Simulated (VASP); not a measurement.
```
LiF
1.0
    0.00000     2.00204     2.00204
    2.00204     0.00000     2.00204
    2.00204     2.00204     0.00000
Li F
1 1
Cartesian
  0.00000   0.00000   0.00000
  2.00204   2.00204   2.00204
```

These are PBEsol GGA, VASP's PBE PAW potentials (set 64) (plane waves; VASP) values and carry that method's errors. Settings: 520 eV cut-off, 14×14×14 Γ-centred mesh, Gaussian smearing of 0.010 eV, potentials Li_sv F.

Question: What does the run give for the energy per atom (σ→0), band gap (on the k-mesh) with the smallest direct gap where there is one?

Answer: 
- band gap (on the k-mesh): 9.08 eV
- smallest direct gap (on the k-mesh): 9.08 eV
- energy per atom (σ→0): -4.926 eV/atom

The compound is LiF in the rock salt structure. It was relaxed first.
